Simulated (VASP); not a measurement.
Data:

```
K
1.0
   -2.70289     2.70289     2.70289
    2.70289    -2.70289     2.70289
    2.70289     2.70289    -2.70289
K
1
Direct
  0.00000   0.00000   0.00000
```

Calculation: revPBE GGA, VASP's PBE PAW potentials (set 64) (plane waves; VASP). Numerical set-up: 520 eV cut-off, 10×10×10 Γ-centred mesh, first-order Methfessel-Paxton smearing of 0.10 eV, potentials K_sv.

Estimate the energy per atom (σ→0), band gap (on the k-mesh) with the smallest direct gap where there is one.

```
Property                                                     Value
------------------------  ----------------------------------------
band gap (on the k-mesh)  none (metal, semimetal or under 0.01 eV)
energy per atom (σ→0)                               -0.944 eV/atom
```

Only differences to runs with the same potentials and settings are physical.

The compound is K in the bcc structure. It was relaxed first, which changed the volume by +7 %.
